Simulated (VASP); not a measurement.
Given:

```xyz
2
Lattice="0.0000 3.2412 3.2412 3.2412 0.0000 3.2412 3.2412 3.2412 0.0000" Properties=species:S:1:pos:R:3 pbc="T T T"
In     0.0000     0.0000     0.0000
Bi     1.6206     1.6206     1.6206
```

Level of theory: PBEsol GGA, VASP's PBE PAW potentials (set 64) (plane waves; VASP). Run with 500 eV cut-off, 10×10×10 Γ-centred mesh, first-order Methfessel-Paxton smearing of 0.10 eV, potentials In_d Bi_d.

Unless said otherwise, spin-orbit coupling is left out, though it shifts the bands of the heavy elements here.

Problem. Predict the energy per atom (σ→0), pressure, band gap (on the k-mesh) with the smallest direct gap where there is one.

Solution. 
band gap (on the k-mesh): none (metal, semimetal or under 0.01 eV)
energy per atom (σ→0): -3.536 eV/atom
pressure: 4.99 GPa

Total energies compare only between runs with the same potentials, cut-off and functional.

The structure was generated: InBi was put into the zinc blende type (F-43m), which need not be its known phase. It was relaxed first under an external pressure of 5 GPa.
